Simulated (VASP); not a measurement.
Method: LDA (Ceperley-Alder, Perdew-Zunger), VASP's LDA PAW potentials (set 64) (plane waves; VASP).

Input for VASP

INCAR:
```
SYSTEM = SiRu
PREC = Accurate
ENCUT = 300
EDIFF = 1E-6
NELM = 100
ALGO = Normal
LREAL = .FALSE.
LASPH = .TRUE.
ISMEAR = -1
SIGMA = 0.1
LMAXMIX = 4
LWAVE = .FALSE.
LCHARG = .FALSE.
ISIF = 2
```

File POSCAR:
```
SiRu
2.916120
  1.0000000000   0.0000000000   0.0000000000
  0.0000000000   1.0000000000   0.0000000000
  0.0000000000   0.0000000000   1.0000000000
Si Ru
1 1
Cart
  0.5000000000   0.5000000000   0.5000000000
  0.0000000000   0.0000000000   0.0000000000
```

KPOINTS:
```
Automatic mesh
0
Gamma
8 8 8
0 0 0
```

POTCAR, in this order: Si Ru_pv (LDA.64 set). Program: vasp_std.

Question: What will the output report for the number of irreducible k-points (NKPTS), largest plane-wave count, number of space-group operations, FFT grid (NGX, NGY, NGZ)?

Answer: 
| Quantity | Value |
|---|---|
| number of irreducible k-points (NKPTS) | 35 |
| largest plane-wave count | 304 |
| number of space-group operations | 48 |
| FFT grid (NGX, NGY, NGZ) | 16 × 16 × 16 |

The structure comes from a computed database's SiRu entry (Pm-3m); how it stands against other phases isn't given here. The cell was not relaxed at this level.
